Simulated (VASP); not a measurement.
Here is the system:

```
TaC
1.0
    0.00000     2.24187     2.24187
    2.24187     0.00000     2.24187
    2.24187     2.24187     0.00000
Ta C
1 1
Direct
  0.00000   0.00000   0.00000
  0.50000   0.50000   0.50000
```

All values below come from optB88-vdW, VASP's PBE PAW potentials (set 64) (plane waves; VASP). Run with 520 eV cut-off, Gaussian smearing of 0.050 eV, potentials Ta_pv C.

Q: Give the energies of bands 5 to 10 at the high-symmetry points, in eV from the Fermi level.

A: 
```
band      Γ      X      U      L      W
----  -----  -----  -----  -----  -----
5     -1.32  -4.54  -5.77  -8.54  -5.21
6     -1.32  -4.38  -4.80  -5.39  -4.88
7     -1.32  -1.77  -3.79  -5.39  -4.88
8     -0.51  -1.77  -0.61   2.55   1.53
9     -0.51   2.47   2.97   2.55   1.53
10    -0.51   3.85   3.78   3.51   3.86
```

It has no gap at this level: it comes out as a metal or semimetal.

The compound is TaC in the rock salt structure. It was relaxed first. The electron count is odd and the run is not spin-polarised, which forces a metal.
